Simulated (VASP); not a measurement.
# CuHS: screened Coulomb integrals of an active space by constrained RPA

CuHS, molecule in box, 3 atoms in the cell.

| Functional | Screened U within a state, mean (eV) | Screened U' between states, mean (eV) | Screened J (eV) | Bare U within a state, mean (eV) | Bare U' between states, mean (eV) | Time (s) |
|---|---|---|---|---|---|---|
| LDA | 6.60 | 5.51 | 0.16 | 10.09 | 8.05 | 94 |
| PBE | 6.55 | 5.46 | 0.15 | 10.11 | 8.07 | 100 |
| r2SCAN | 6.88 | 5.73 | 0.16 | 10.26 | 8.18 | 324 |
| PBE0 | 7.23 | 5.75 | 0.12 | 9.68 | 7.09 | 136 |
| HSE06 | 6.92 | 5.47 | 0.12 | 9.71 | 7.10 | 169 |

Limits: the periodic box is only 6.24 Å wide at its narrowest and no larger one was tried.

## Input of the first row

INCAR.step1:
```
SYSTEM = CuHS
ENCUT    = 420            ! plane-wave cutoff, eV
PREC     = Accurate       ! precision mode
ISMEAR   = -1             ! smearing method
SIGMA    = 0.02           ! smearing width, eV
LASPH    = .TRUE.         ! aspherical terms in the spheres
EDIFF    = 1E-7           ! SCF threshold, eV
GGA      = CA             ! functional
ALGO     = Normal         ! electronic algorithm
NELM     = 150            ! most SCF steps
LWAVE    = .TRUE.         ! write WAVECAR
LCHARG   = .FALSE.        ! write CHGCAR
```

INCAR.step2, as INCAR.step1 but for:
```
- ALGO = Normal
- NELM = 150
+ ALGO = Exact
+ NELM = 1
+ NBANDS = 129
+ LOPTICS = .TRUE.
```

INCAR.step3:
```
SYSTEM = CuHS
ENCUT    = 420            ! plane-wave cutoff, eV
PREC     = Accurate       ! precision mode
ISMEAR   = -1             ! smearing method
SIGMA    = 0.02           ! smearing width, eV
LASPH    = .TRUE.         ! aspherical terms in the spheres
GGA      = CA             ! functional
ALGO     = CRPA           ! electronic algorithm
NBANDS   = 132            ! bands
ENCUTGW  = 90             ! cutoff of the response function
PRECFOCK = Fast         
LOCALIZED_BASIS= BLOCH        
LWAVE    = .FALSE.        ! write WAVECAR
LCHARG   = .FALSE.        ! write CHGCAR
NCRPA_BANDS= 9 10         
NTARGET_STATES= 9 10          
```

KPOINTS:
```
k-points
0
Gamma
  1 1 1
```

POSCAR:
```
CuHS
1.0
    7.1200000000      0.0000000000      0.0000000000
    0.0000000000      6.2800000000      0.0000000000
    0.0000000000      0.0000000000      6.2400000000
S Cu H
1 1 1
Direct
    0.3929143200      0.6020939400      0.4457051300
    0.6487289400      0.5234315200      0.5995352600
    0.3512710600      0.3979060600      0.4004647400
```

Commands (each step's output is kept before the next begins):
```
cat potpaw_LDA.64/S_GW/POTCAR potpaw_LDA.64/Cu_GW/POTCAR potpaw_LDA.64/H_GW/POTCAR > POTCAR
cp INCAR.step1 INCAR
mpirun -np 4 vasp_std > vasp.out
cp INCAR.step2 INCAR
mpirun -np 4 vasp_std > vasp.out
cp INCAR.step3 INCAR
mpirun -np 4 vasp_std > vasp.out
```

Changes of the last row against the first:
```
(all steps)
- GGA = CA
+ GGA = PE
+ LHFCALC = True
+ HFSCREEN = 0.2
- cat potpaw_LDA.64/S_GW/POTCAR potpaw_LDA.64/Cu_GW/POTCAR potpaw_LDA.64/H_GW/POTCAR > POTCAR
+ cat potpaw_PBE.64/S_GW/POTCAR potpaw_PBE.64/Cu_GW/POTCAR potpaw_PBE.64/H_GW/POTCAR > POTCAR
```

VASP 6.6.1 took 94 s on 4 cores (Intel Xeon Platinum 8559C (Emerald Rapids)), a shared host.
